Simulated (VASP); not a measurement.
OSZICAR of a VASP run on La2O3 (a-type):

### OSZICAR
```
...
DAV:  95     0.766782161517E+03   -0.11138E+02   -0.88881E+00  2304   0.216E+01    0.245E+01
DAV:  96     0.830537848422E+03    0.63756E+02   -0.21898E+02  1856   0.137E+02    0.832E+00
DAV:  97     0.776536006875E+03   -0.54002E+02   -0.60158E+02  1928   0.451E+02    0.137E+01
DAV:  98     0.728387937443E+03   -0.48148E+02   -0.63946E+02  2232   0.372E+02    0.267E+01
DAV:  99     0.751432295812E+03    0.23044E+02   -0.25331E+02  1784   0.207E+02    0.275E+01
DAV: 100     0.807261832360E+03    0.55830E+02   -0.17534E+02  1664   0.146E+02    0.134E+01
DAV: 101     0.797005027054E+03   -0.10257E+02   -0.17354E+01  1720   0.494E+01    0.157E+01
DAV: 102     0.800028791463E+03    0.30238E+01   -0.84275E+01  1248   0.128E+02    0.144E+01
DAV: 103     0.801432937062E+03    0.14041E+01   -0.72795E+01  1192   0.103E+02    0.142E+01
DAV: 104     0.683523988765E+03   -0.11791E+03   -0.56052E+02  1792   0.288E+02    0.295E+01
DAV: 105    -0.658862433618E+04   -0.72721E+04   -0.49231E+04  2272   0.757E+03    0.889E+01
DAV: 106     0.808272968087E+03    0.73969E+04   -0.92847E+03  1720   0.114E+03    0.385E+01
DAV: 107     0.747807779115E+03   -0.60465E+02   -0.19639E+03  1896   0.476E+02    0.302E+01
DAV: 108     0.763093177901E+03    0.15285E+02   -0.22693E+02  2192   0.212E+02    0.257E+01
DAV: 109    -0.127743189947E+03   -0.89084E+03   -0.30615E+03  2280   0.655E+02    0.489E+01
DAV: 110     0.570097089431E+03    0.69784E+03   -0.12014E+03  1552   0.395E+02    0.404E+01
DAV: 111     0.702701694410E+03    0.13260E+03   -0.10656E+03  1584   0.372E+02    0.351E+01
DAV: 112    -0.745862076287E+03   -0.14486E+04   -0.49747E+03  2304   0.107E+03    0.562E+01
DAV: 113     0.766124829017E+03    0.15120E+04   -0.29582E+03  1576   0.455E+02    0.280E+01
DAV: 114     0.797819169723E+03    0.31694E+02   -0.38313E+02  1792   0.207E+02    0.172E+01
DAV: 115     0.771623194241E+03   -0.26196E+02   -0.44818E+01  1752   0.815E+01    0.222E+01
DAV: 116     0.415896310148E+03   -0.35573E+03   -0.18458E+03  2184   0.633E+02    0.395E+01
DAV: 117     0.813985011704E+03    0.39809E+03   -0.13201E+03  1520   0.701E+02    0.129E+01
DAV: 118     0.719316838998E+03   -0.94668E+02   -0.40055E+02  2120   0.213E+02    0.280E+01
DAV: 119     0.766909481888E+03    0.47593E+02   -0.25749E+02  1696   0.196E+02    0.229E+01
DAV: 120     0.815545969195E+03    0.48636E+02   -0.15095E+02  1848   0.149E+02    0.910E+00
DAV: 121     0.772430676873E+03   -0.43115E+02   -0.13685E+02  1936   0.179E+02    0.211E+01
DAV: 122     0.721867982386E+03   -0.50563E+02   -0.44206E+02  1808   0.385E+02    0.257E+01
DAV: 123     0.795983672471E+03    0.74116E+02   -0.17217E+02  1728   0.199E+02    0.158E+01
DAV: 124     0.822402522326E+03    0.26419E+02   -0.72014E+01  1976   0.102E+02    0.846E+00
DAV: 125     0.808988033249E+03   -0.13414E+02   -0.38124E+01  1728   0.107E+02    0.108E+01
DAV: 126     0.824324053810E+03    0.15336E+02   -0.25891E+01  1912   0.779E+01    0.790E+00
DAV: 127     0.795439982349E+03   -0.28884E+02   -0.10683E+02  2048   0.165E+02    0.139E+01
DAV: 128     0.753855352688E+03   -0.41585E+02   -0.14625E+02  2304   0.195E+02    0.227E+01
DAV: 129     0.810873035531E+03    0.57018E+02   -0.28030E+02  1720   0.276E+02    0.121E+01
DAV: 130    -0.601490797197E+03   -0.14124E+04   -0.10578E+04  2056   0.173E+03    0.353E+01
DAV: 131     0.494739185077E+03    0.10962E+04   -0.63536E+03  1512   0.127E+03    0.376E+01
DAV: 132    -0.117397610959E+05   -0.12235E+05   -0.92448E+04  2048   0.201E+04    0.152E+02
DAV: 133     0.851889589808E+03    0.12592E+05   -0.87499E+03  1720   0.122E+03    0.551E+01
DAV: 134     0.886972807817E+03    0.35083E+02   -0.20753E+03  1792   0.528E+02    0.169E+01
DAV: 135     0.853673474778E+03   -0.33299E+02   -0.53119E+02  2112   0.291E+02    0.691E+00
DAV: 136     0.816434134689E+03   -0.37239E+02   -0.31224E+02  1816   0.319E+02    0.110E+01
DAV: 137     0.841310624803E+03    0.24876E+02   -0.17445E+02  2000   0.178E+02    0.503E+00
DAV: 138     0.840699110258E+03   -0.61151E+00   -0.47846E+01  2264   0.815E+01    0.330E+00
DAV: 139     0.837886427577E+03   -0.28127E+01   -0.13909E+01  1944   0.579E+01    0.409E+00
DAV: 140     0.832133797645E+03   -0.57526E+01   -0.71290E+01  2024   0.151E+02    0.567E+00
DAV: 141     0.832255092991E+03    0.12130E+00   -0.10262E+01  2248   0.444E+01    0.622E+00
DAV: 142     0.585320280718E+03   -0.24693E+03   -0.19157E+03  1880   0.690E+02    0.267E+01
DAV: 143     0.838765795198E+03    0.25345E+03   -0.87776E+02  1968   0.308E+02    0.149E+01
DAV: 144     0.821177717592E+03   -0.17588E+02   -0.23688E+02  2160   0.204E+02    0.116E+01
DAV: 145     0.796611374743E+03   -0.24566E+02   -0.26293E+02  2000   0.276E+02    0.130E+01
DAV: 146     0.788875817254E+03   -0.77356E+01   -0.30049E+02  1920   0.329E+02    0.140E+01
DAV: 147     0.808961806806E+03    0.20086E+02   -0.14287E+02  2160   0.259E+02    0.122E+01
DAV: 148    -0.117549594969E+05   -0.12564E+05   -0.11802E+05  2120   0.158E+04    0.159E+02
DAV: 149     0.889510295275E+03    0.12644E+05   -0.82038E+03  1696   0.116E+03    0.601E+01
DAV: 150     0.832696483231E+03   -0.56814E+02   -0.31992E+03  1840   0.690E+02    0.263E+01
DAV: 151     0.602206741880E+03   -0.23049E+03   -0.16042E+03  2288   0.808E+02    0.270E+01
DAV: 152     0.850307348977E+03    0.24810E+03   -0.16420E+03  1944   0.836E+02    0.135E+01
DAV: 153     0.840415444628E+03   -0.98919E+01   -0.23212E+02  2176   0.157E+02    0.752E+00
DAV: 154     0.829058063772E+03   -0.11357E+02   -0.94016E+01  1888   0.137E+02    0.844E+00
DAV: 155     0.782037801080E+03   -0.47020E+02   -0.19530E+02  1952   0.261E+02    0.158E+01
DAV: 156    -0.829802028852E+02   -0.86502E+03   -0.65737E+03  2088   0.159E+03    0.347E+01
DAV: 157     0.717177046290E+03    0.80016E+03   -0.22784E+03  1784   0.750E+02    0.259E+01
DAV: 158     0.846233126800E+03    0.12906E+03   -0.10075E+03  1800   0.339E+02    0.120E+01
DAV: 159     0.844289748341E+03   -0.19434E+01   -0.18449E+02  1976   0.155E+02    0.641E+00
DAV: 160     0.770918782583E+03   -0.73371E+02   -0.38720E+02  1856   0.336E+02    0.150E+01
DAV: 161     0.808741493131E+03    0.37823E+02   -0.34304E+02  2008   0.316E+02    0.123E+01
DAV: 162     0.769293111647E+03   -0.39448E+02   -0.55190E+02  2136   0.437E+02    0.135E+01
DAV: 163     0.780330921449E+03    0.11038E+02   -0.67508E+02  1776   0.493E+02    0.156E+01
DAV: 164     0.425706105455E+03   -0.35462E+03   -0.21684E+03  2128   0.883E+02    0.272E+01
DAV: 165     0.815814829210E+03    0.39011E+03   -0.13687E+03  1816   0.509E+02    0.182E+01
DAV: 166     0.846167444995E+03    0.30353E+02   -0.44277E+02  2072   0.360E+02    0.735E+00
DAV: 167     0.821920388138E+03   -0.24247E+02   -0.11373E+02  1808   0.178E+02    0.958E+00
DAV: 168     0.805496091221E+03   -0.16424E+02   -0.20777E+02  1984   0.261E+02    0.112E+01
DAV: 169     0.844137659362E+03    0.38642E+02   -0.17782E+02  1568   0.171E+02    0.396E+00
DAV: 170     0.837962271058E+03   -0.61754E+01   -0.33764E+01  1720   0.952E+01    0.497E+00
DAV: 171     0.714580367430E+03   -0.12338E+03   -0.69950E+02  2168   0.418E+02    0.230E+01
DAV: 172     0.816530221049E+03    0.10195E+03   -0.85070E+02  1888   0.449E+02    0.146E+01
DAV: 173     0.828180462499E+03    0.11650E+02   -0.11755E+02  1976   0.148E+02    0.101E+01
DAV: 174     0.843085307515E+03    0.14905E+02   -0.76553E+01  1936   0.101E+02    0.475E+00
DAV: 175     0.838741231690E+03   -0.43441E+01   -0.22407E+01  2184   0.714E+01    0.434E+00
DAV: 176     0.838668862619E+03   -0.72369E-01   -0.29695E+00  2040   0.242E+01    0.391E+00
DAV: 177     0.835828030232E+03   -0.28408E+01   -0.10877E+01  1920   0.517E+01    0.504E+00
DAV: 178     0.842696283030E+03    0.68683E+01   -0.43103E+01  1800   0.964E+01    0.284E+00
DAV: 179     0.842561018652E+03   -0.13526E+00   -0.29358E+00  2176   0.178E+01    0.259E+00
DAV: 180     0.842455603751E+03   -0.10541E+00   -0.66515E-01  2016   0.107E+01    0.243E+00
DAV: 181     0.842347523251E+03   -0.10808E+00   -0.12298E-01  2176   0.394E+00    0.243E+00
DAV: 182     0.842431885167E+03    0.84362E-01   -0.48286E-01  1480   0.908E+00    0.237E+00
DAV: 183     0.842567164773E+03    0.13528E+00   -0.14526E+00  1192   0.221E+01    0.239E+00
DAV: 184     0.842540865130E+03   -0.26300E-01   -0.75713E-01  1368   0.108E+01    0.231E+00
DAV: 185     0.842709638828E+03    0.16877E+00   -0.30440E+00  1152   0.326E+01    0.223E+00
DAV: 186     0.843025387002E+03    0.31575E+00   -0.14883E+00  1928   0.168E+01    0.239E+00
DAV: 187     0.842521212346E+03   -0.50417E+00   -0.27762E+00  1936   0.179E+01    0.314E+00
DAV: 188     0.842484117680E+03   -0.37095E-01   -0.28811E-01  2288   0.627E+00    0.327E+00
DAV: 189     0.842526451197E+03    0.42334E-01   -0.12382E-01  1536   0.511E+00    0.329E+00
DAV: 190     0.842503324620E+03   -0.23127E-01   -0.14927E-01  1528   0.554E+00    0.330E+00
DAV: 191     0.842486771901E+03   -0.16553E-01   -0.27930E-01  1456   0.877E+00    0.332E+00
DAV: 192     0.842009649094E+03   -0.47712E+00   -0.11600E+00  1952   0.125E+01    0.376E+00
DAV: 193     0.841780808109E+03   -0.22884E+00   -0.25737E-01  2080   0.680E+00    0.396E+00
DAV: 194     0.841792713874E+03    0.11906E-01   -0.96103E-01  1256   0.169E+01    0.390E+00
DAV: 195     0.841805406851E+03    0.12693E-01   -0.50094E-01  1448   0.890E+00    0.391E+00
DAV: 196     0.840094009650E+03   -0.17114E+01   -0.68424E+00  1952   0.365E+01    0.494E+00
DAV: 197     0.842232002955E+03    0.21380E+01   -0.40263E+00  1920   0.304E+01    0.446E+00
DAV: 198     0.842002990717E+03   -0.22901E+00   -0.35026E-01  1768   0.807E+00    0.450E+00
DAV: 199     0.842837294042E+03    0.83430E+00   -0.17829E+00  1824   0.193E+01    0.402E+00
DAV: 200     0.843106636535E+03    0.26934E+00   -0.91378E-01  1896   0.143E+01
   1 F= 0.84310664E+03 E0= 0.84310664E+03  d E =-.707862E-12
       N       E                     dE             ncg
       N       E                     dE             ncg
       N       E                     dE             ncg
```

### Question
Which electronic solver shows in the log?

### Answer
It is blocked Davidson (ALGO = Normal, or the opening steps of other solvers). The INCAR had ALGO = Normal.

### Question
Can the final energy be trusted as converged?

### Answer
Convergence was not reached. It stopped with EDIFF = 1E-6, NELM = 200 (modified Becke-Johnson potential (mBJ), plane waves, VASP's PBE PAW potentials (set 64)). mBJ is a potential without an energy functional, so only the levels count.

The compound is La2O3 in the a-type structure. It was relaxed first. The cell's shape comes from a PBE relaxation.
